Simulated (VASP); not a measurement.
Here is the system:

```
CELL_PARAMETERS angstrom
      0.02964     2.96365     2.96365
      2.96365     0.02964     2.96365
      2.99329     2.99329     0.00000
ATOMIC_POSITIONS crystal
  B  0.00000 0.00000 0.00000
  Ti 0.50000 0.50000 0.50000
  Ti 0.25000 0.25000 0.25000
  Ti 0.75000 0.75000 0.75000
```

These are PBEsol GGA, VASP's PBE PAW potentials (set 64) (plane waves; VASP) values and carry that method's errors. Numerical set-up: 600 eV cut-off, 8×8×8 Γ-centred mesh, first-order Methfessel-Paxton smearing of 0.10 eV, potentials B Ti_sv.

**Question.** Which forces act on the atoms, in eV/Å?

**Answer.** 
| atom | Fx | Fy | Fz |
|---|---|---|---|
| B1 | 0.000 | 0.000 | 0.000 |
| Ti2 | 0.000 | 0.000 | 0.000 |
| Ti3 | 0.000 | 0.000 | 0.061 |
| Ti4 | 0.000 | 0.000 | -0.061 |

**Question.** Give the stress tensor in GPa (positive for a compressed cell).

**Answer.** 
```
 0.08  -1.63   0.00
-1.63   0.08   0.00
 0.00   0.00   0.15
```
The pressure is its mean diagonal, 0.11 GPa.

The structure was generated: Ti3B was put into the D03 type (Fm-3m), which need not be its known phase. This cell was strained or had an atom moved on purpose. The electron count is odd and the run is not spin-polarised, which forces a metal.
